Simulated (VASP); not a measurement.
Given:

```yaml
crystal:
  lattice:
    - [-2.77881, 2.77881, 2.77881]
    - [2.77881, -2.77881, 2.77881]
    - [2.77881, 2.77881, -2.77881]
  atoms:
    - { symbol: Rb, position: [0.00000, 0.00000, 0.00000] }
```

Level of theory: vdW-DF2, VASP's PBE PAW potentials (set 64) (plane waves; VASP). Settings: 520 eV cut-off, 8×8×8 Γ-centred mesh, first-order Methfessel-Paxton smearing of 0.10 eV, potentials Rb_sv.

**Question.** Predict the energy per atom (σ→0), band gap (on the k-mesh) with the smallest direct gap where there is one.

**Answer.** 
The band gap (on the k-mesh) comes out as none (metal, semimetal or under 0.01 eV) and the energy per atom (σ→0) is 1.061 eV/atom.

The absolute energy has meaning only against runs of the same code, potentials and settings.

The compound is Rb in the bcc structure. It was relaxed first. The start is the result of an earlier pass.
